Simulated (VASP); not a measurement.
Energy against volume of CuZn (CsCl type). These are PBE GGA, VASP's PBE PAW potentials (set 64) (plane waves; VASP) values and carry that method's errors. Settings: 520 eV cut-off, 12×12×12 Γ-centred mesh, first-order Methfessel-Paxton smearing of 0.10 eV, potentials Zn Cu.

```json
[
 {"V (Å³/atom)": "12.662", "E (eV/atom)": "-2.49968"},
 {"V (Å³/atom)": "13.053", "E (eV/atom)": "-2.50521"},
 {"V (Å³/atom)": "13.445", "E (eV/atom)": "-2.50225"},
 {"V (Å³/atom)": "13.836", "E (eV/atom)": "-2.49222"}
]
```

Problem. Fit these four points and predict the energy of the run at 12.270 Å³/atom.

Solution. A cubic in V^(−2/3), the third-order Birch-Murnaghan form, passes through the four points with V0 = 13.10 Å³/atom and B0 = 113 GPa, and gives -2.4839 eV/atom there. The run gave -2.4840 eV/atom, -0.1 meV/atom from the fit; all five points give B0 = 113 GPa.

The compound is CuZn in the CsCl type structure. It was relaxed first.
